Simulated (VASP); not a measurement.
Here is the system:

```yaml
crystal:
  lattice:
    - [4.53235, 0.00000, 0.00000]
    - [0.00000, 4.53235, 0.00000]
    - [0.00000, 0.00000, 2.99917]
  atoms:
    - { symbol: Mg, position: [0.00000, 0.00000, 0.00000] }
    - { symbol: Mg, position: [0.50000, 0.50000, 0.50000] }
    - { symbol: F, position: [0.30276, 0.30276, 0.00000] }
    - { symbol: F, position: [0.80276, 0.19724, 0.50000] }
    - { symbol: F, position: [0.19724, 0.80276, 0.50000] }
    - { symbol: F, position: [0.69724, 0.69724, 0.00000] }
```

The numbers are results of LDA (Ceperley-Alder, Perdew-Zunger), VASP's LDA PAW potentials (set 64) (plane waves; VASP), not measurements. Settings: 520 eV cut-off, Gaussian smearing of 0.050 eV, potentials Mg F.

Q: Estimate the band gap (along the path) with the smallest direct gap where there is one.

A: 
```yaml
band gap (along the path): 7.16 eV
smallest direct gap (along the path): 7.16 eV
```

The compound is MgF2 in the rutile structure. It was relaxed first, which changed the volume by -5 %.
